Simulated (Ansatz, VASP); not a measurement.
# V2CF2 in two plane-wave programs, part 2 of 2

One calculation is typed for both programs; each brings its own data sets. How far apart do they land? Of the first pair: The structure shown is the end of the Ansatz relaxation below.

VASP 6.6.1 and Ansatz 0.2.0.

So far: Set-up; Ansatz: relaxation, LDA; VASP: single point, LDA, relaxed cell, pair 1; Comparison.

## Step 5: Ansatz: relaxation, LDA

Level of this step: Ansatz beside VASP: Kohn-Sham DFT, plane waves, LDA (Ansatz).

The two programs are compared at the cell with which this relaxation starts, whose forces are those of its first step.

The structure compared here is the start of the Ansatz relaxation; VASP solves that cell, so the two are compared at the walk's first step.

input.yaml

```yaml
crystal:
  lattice:
    - [2.9, 0.0, 0.0]
    - [-1.45, 2.51147, 0.0]
    - [0.0, 0.0, 20.0]
  atoms:
    - { symbol: C, position: [0.0, 0.0, 0.5] }
    - { symbol: V, position: [0.333333, 0.666667, 0.56] }
    - { symbol: V, position: [0.666667, 0.333333, 0.44] }
    - { symbol: F, position: [0.666667, 0.333333, 0.6175] }
    - { symbol: F, position: [0.333333, 0.666667, 0.3825] }
  periodic: [true, true, false]
kpoints:
  mp_grid: { grid: [9, 9, 1] }
hamiltonian:
  xc: lda
scf:
  occupations: { method: gaussian, width: 0.1 }
output:
  forces: true
  stress: true
  eigenvalues: true
relax:
  adjacent_minimum: "off"
  f_tol: 0.05
  max_steps: 80
  cell: { stress_2d_tol: 0.02 }
```

Started as:

```console
ansatz run input.yaml --threads 8 --pin off --max-ram 14336MiB --backend cpu --events-out ev --progress --plain --runs-dir out
```

Numbers of over 12 decimals in the logs are rounded to 6 here.

The log of the run:

```text
[...]
cell:  # Å, volume = 244.9780 Å³
    - [2.918967, 0.0, 0]
    - [-1.459484, 2.527900, 0]
    - [0, 0, 33.2]
  atoms:
    - { symbol: C, position: [0, 0, 0.301205] }
    - { symbol: V, position: [0.333333, 0.666667, 0.331675] }
    - { symbol: V, position: [0.666667, 0.333333, 0.270735] }
    - { symbol: F, position: [0.666667, 0.333333, 0.369218] }
    - { symbol: F, position: [0.333333, 0.666667, 0.233192] }
[key lines of the parts left out:]
SCF converged after 7 iterations
Free energy (F): -7554.427581 eV
Fermi energy:    -5.397450 eV
P = ½ c Tr σ = 0.0090 N/m
```

## Step 6: VASP: single point, LDA, start cell, pair 2

The same cell, functional (in two slightly different forms), mesh and smearing now go to VASP, with its own data sets.

INCAR

```
SYSTEM = V2CF2
PREC = Accurate
ENCUT = 520
EDIFF = 1E-06
NELM = 120
ISMEAR = 0
SIGMA = 0.1
LREAL = .FALSE.
ALGO = Normal
GGA = CA
NBANDS = 28
LASPH = .TRUE.
LORBIT = 11
LWAVE = .FALSE.
LCHARG = .FALSE.
ISIF = 2
LDIPOL = .TRUE.
IDIPOL = 3
DIPOL = 0.5 0.5 0.301
LVHAR = .TRUE.
GGA_COMPAT = .FALSE.
NELMDL = -8
KPAR = 2
```

POSCAR

```
V2CF2
1.0
    2.8999980000      0.0000000000      0.0000000000
   -1.4499990000      2.5114720000      0.0000000000
    0.0000000000      0.0000000000     33.2000000000
C V F
1 2 2
Direct
    0.0000000000      0.0000000000      0.3012048193
    0.3333333997      0.6666667994      0.3373493976
    0.6666666003      0.3333332006      0.2650602410
    0.6666666003      0.3333332006      0.3719879518
    0.3333333997      0.6666667994      0.2304216867
```

KPOINTS

```
Automatic mesh
0
Gamma
9 9 1
0 0 0
```

The projector-augmented-wave data sets are C, V_sv and F (LDA family, release 64).

Started as:

```console
mpirun -np 2 vasp_std
```

The log of the run:

```text
[... set-up lines as in an earlier step ...]
 entering main loop
       N       E                     dE             d eps       ncg     rms          rms(c)
DAV:   1     0.479916791899E+03    0.47992E+03   -0.25010E+04   904   0.132E+03
DAV:   2    -0.224347192244E+01   -0.48216E+03   -0.47175E+03   820   0.401E+02
DAV:   3    -0.513171625172E+02   -0.49074E+02   -0.48282E+02   772   0.126E+02
DAV:   4    -0.527048772082E+02   -0.13877E+01   -0.13630E+01   792   0.215E+01
[...]
DAV:  25    -0.424928248044E+02   -0.34839E-05   -0.14546E-07   404   0.204E-03    0.421E-04
DAV:  26    -0.424928262174E+02   -0.14130E-05   -0.75002E-08   400   0.980E-04    0.223E-04
DAV:  27    -0.424928266306E+02   -0.41318E-06   -0.27818E-08   348   0.719E-04
   1 F= -.42492827E+02 E0= -.42475930E+02  d E =-.337925E-01
```

OUTCAR, selected parts (step 6):

```text
  Total       -2.0984682     -2.0984683     -2.7686712      0.0000000      0.0000000      0.0000000
  in kB      -13.9042909    -13.9042916    -18.3450053      0.0000000      0.0000000      0.0000000
  external PRESSURE =     -15.3845292 kB  Pullay stress =       0.0000000 kB

 POSITION                                       TOTAL-FORCE (eV/Angst)
 -----------------------------------------------------------------------------------
      0.00000      0.00000     10.00000        -0.000000      0.000000     -0.000000
      0.00000      1.67432     11.20000         0.000000      0.000000     -3.433468
      1.45000      0.83716      8.80000        -0.000000     -0.000000      3.433468
      1.45000      0.83716     12.35000        -0.000000     -0.000000      1.185026
      0.00000      1.67432      7.65000         0.000000     -0.000000     -1.185026
 -----------------------------------------------------------------------------------
    total drift:                               -0.000000      0.000000     -0.000494

  FREE ENERGIE OF THE ION-ELECTRON SYSTEM (eV)
  ---------------------------------------------------
  free  energy   TOTEN  =       -42.4928266306 eV

  energy  without entropy=      -42.4590341505  energy(sigma->0) =      -42.47593039

[... 3 further parts left out ...]
[key lines of the parts left out:]
E-fermi :  -1.7453
```

The run ends at a pressure of -1.54 GPa, with forces up to 3.4 eV/Å.

## Step 7: Side by side

What differs besides the data sets and the points named for the pairs above, as far as they apply: Ansatz takes its cutoff from its data sets, VASP runs at 520 eV. Total energies have different zeros and are not compared.

Forces (eV/Å; atoms numbered as in POSCAR):

| atom | Ansatz x, y, z | VASP x, y, z |
| --- | --- | --- |
| C1 | 0.000, 0.000, 0.000 | 0.000, 0.000, 0.000 |
| V2 | 0.000, 0.000, -3.419 | 0.000, 0.000, -3.433 |
| V3 | 0.000, 0.000, 3.419 | 0.000, 0.000, 3.433 |
| F4 | 0.000, 0.000, 1.118 | 0.000, 0.000, 1.185 |
| F5 | 0.000, 0.000, -1.118 | 0.000, 0.000, -1.185 |

The forces differ by 25 meV/Å r.m.s., which is 1.9 % of the r.m.s. force of 1.326 eV/Å (both taken over all components). With vacuum in the cell, a pressure given here is an average over mostly empty space and none of the material.

## Step 8: Ansatz: relaxation, LDA

This run makes the geometry at which the two programs are then compared.

The structure compared here is the end of the Ansatz relaxation.

input.yaml is that of step 5.

Started as:

```console
ansatz run input.yaml --threads 8 --pin off --max-ram 14336MiB --backend cpu --events-out ev --progress --plain --runs-dir out
```

The log of the run:

```text
[...]
SCF iter   4: F=—  HF=-7554.427626 eV  |F-HF|=—  |Δ(HF+E_count)|=   8.77e-6  Δρ=1.44e-6  dr2=3.41e-9  ethr=1.44e-10  ⟨swp⟩=3.8  Hψ=777  notcnv=0
[...]
SCF iter   7: F=-7554.427626 eV  HF=-7554.427626 eV  |F-HF|=2.31e-10  |Δ(HF+E_count)|=   2.71e-9  Δρ=2.44e-8  dr2=7.41e-13  ethr=1.00e-12  ⟨swp⟩=10.8  Hψ=2201  notcnv=0
[...]
cell:  # Å, volume = 244.9780 Å³
    - [2.918967, 0.0, 0]
    - [-1.459484, 2.527900, 0]
    - [0, 0, 33.2]
  atoms:
    - { symbol: C, position: [0, 0, 0.301205] }
    - { symbol: V, position: [0.333333, 0.666667, 0.331675] }
    - { symbol: V, position: [0.666667, 0.333333, 0.270735] }
    - { symbol: F, position: [0.666667, 0.333333, 0.369218] }
    - { symbol: F, position: [0.333333, 0.666667, 0.233192] }
[key lines of the parts left out:]
SCF converged after 7 iterations
Free energy (F): -7554.427581 eV
Fermi energy:    -5.397450 eV
P = ½ c Tr σ = 0.0090 N/m
```

## Step 9: VASP: single point, LDA, relaxed cell, pair 3

The same cell, functional (in two slightly different forms), mesh and smearing now go to VASP, with its own data sets.

INCAR is that of step 6.

POSCAR

```
V2CF2
1.0
    2.9189671266      0.0000000000      0.0000000000
   -1.4594835633      2.5278996844      0.0000000000
    0.0000000000      0.0000000000     33.2000000000
C V F
1 2 2
Direct
    0.0000000000      0.0000000000      0.3012048193
    0.3333333333      0.6666666667      0.3316749804
    0.6666666667      0.3333333333      0.2707346581
    0.6666666667      0.3333333333      0.3692178790
    0.3333333333      0.6666666667      0.2331917595
```

KPOINTS is that of step 6.

Started as:

```console
mpirun -np 2 vasp_std
```

The log of the run:

```text
[... set-up lines as in an earlier step ...]
 entering main loop
       N       E                     dE             d eps       ncg     rms          rms(c)
DAV:   1     0.489291136307E+03    0.48929E+03   -0.24920E+04   880   0.131E+03
DAV:   2    -0.141171026142E+01   -0.49070E+03   -0.47803E+03   832   0.401E+02
DAV:   3    -0.523666994396E+02   -0.50955E+02   -0.50409E+02   748   0.129E+02
DAV:   4    -0.539090883184E+02   -0.15424E+01   -0.15358E+01   808   0.228E+01
[...]
DAV:  24    -0.432731519391E+02   -0.19784E-05   -0.12888E-07   408   0.275E-03    0.127E-03
DAV:  25    -0.432731541063E+02   -0.21672E-05   -0.18555E-07   380   0.252E-03    0.265E-04
DAV:  26    -0.432731550581E+02   -0.95177E-06   -0.37665E-08   376   0.124E-03
   1 F= -.43273155E+02 E0= -.43268375E+02  d E =-.955966E-02
```

Parts of OUTCAR (step 9):

```text
  Total        0.3187643      0.3187643      0.2379168      0.0000000     -0.0000000      0.0000000
  in kB        2.0847457      2.0847457      1.5559964      0.0000000     -0.0000000      0.0000000
  external PRESSURE =       1.9084960 kB  Pullay stress =       0.0000000 kB

 POSITION                                       TOTAL-FORCE (eV/Angst)
 -----------------------------------------------------------------------------------
      0.00000      0.00000     10.00000        -0.000000      0.000000      0.000000
     -0.00000      1.68527     11.01161         0.000000      0.000000      0.064411
      1.45948      0.84263      8.98839        -0.000000     -0.000000     -0.064411
      1.45948      0.84263     12.25803        -0.000000      0.000000      0.046260
     -0.00000      1.68527      7.74197         0.000000     -0.000000     -0.046260
 -----------------------------------------------------------------------------------
    total drift:                               -0.000000      0.000000     -0.000051

  FREE ENERGIE OF THE ION-ELECTRON SYSTEM (eV)
  ---------------------------------------------------
  free  energy   TOTEN  =       -43.2731550581 eV

  energy  without entropy=      -43.2635953974  energy(sigma->0) =      -43.26837523

[... 1 part as in an earlier step ...]

[... 2 further parts left out ...]
[key lines of the parts left out:]
E-fermi :  -2.7987
```

The run ends at a pressure of 0.19 GPa, with forces up to 0.064 eV/Å.

## Step 10: Differences

Forces (eV/Å; atoms numbered as in POSCAR):

| atom | Ansatz x, y, z | VASP x, y, z |
| --- | --- | --- |
| C1 | 0.000, 0.000, 0.000 | 0.000, 0.000, 0.000 |
| V2 | 0.000, 0.000, 0.000 | 0.000, 0.000, 0.064 |
| V3 | 0.000, 0.000, 0.000 | 0.000, 0.000, -0.064 |
| F4 | 0.000, 0.000, 0.000 | 0.000, 0.000, 0.046 |
| F5 | 0.000, 0.000, 0.000 | 0.000, 0.000, -0.046 |

The forces differ by 29 meV/Å r.m.s., where the r.m.s. force is 0.000 eV/Å in Ansatz and 0.029 eV/Å in VASP: the atoms lie near their places of rest in Ansatz, so a percentage would say little (all taken over all components). With vacuum in the cell, a pressure given here is an average over mostly empty space and none of the material.

## Step 11: Outcome

| Item | Value |
| --- | --- |
| r.m.s. force difference (single point, LDA, relaxed cell, pair 1) | 29 meV/Å |
| r.m.s. force difference (single point, LDA, start cell, pair 2) | 1.9 % of the r.m.s. force |
| r.m.s. force difference (single point, LDA, relaxed cell, pair 3) | 29 meV/Å |

**Reading.** The r.m.s. force difference is 29 meV/Å (single point, LDA, relaxed cell, pair 1), beyond the 12 meV/Å picked in this series as the mark of a large difference. What causes the difference of the single point, LDA, relaxed cell, pair 1 pair stays open here. What causes the difference of the single point, LDA, relaxed cell, pair 3 pair stays open here. 2 further runs of this series are not shown here. Such differences can come from data sets, numerical settings and the points named under the comparisons, not from the functional's error against experiment.

[Lines on the potential files, build, host, timing and source positions are cut from VASP's logs without a mark.]

[Logs are printed without paths, hosts, clocks, repeated set-up lines and the standing remarks that a program may print on its own settings, such as how far it seeks lower states.]

[Hosts, paths, dates, database ids (printed as entryN), source tags and the programs' standing remarks are cut or masked in the printed files.]
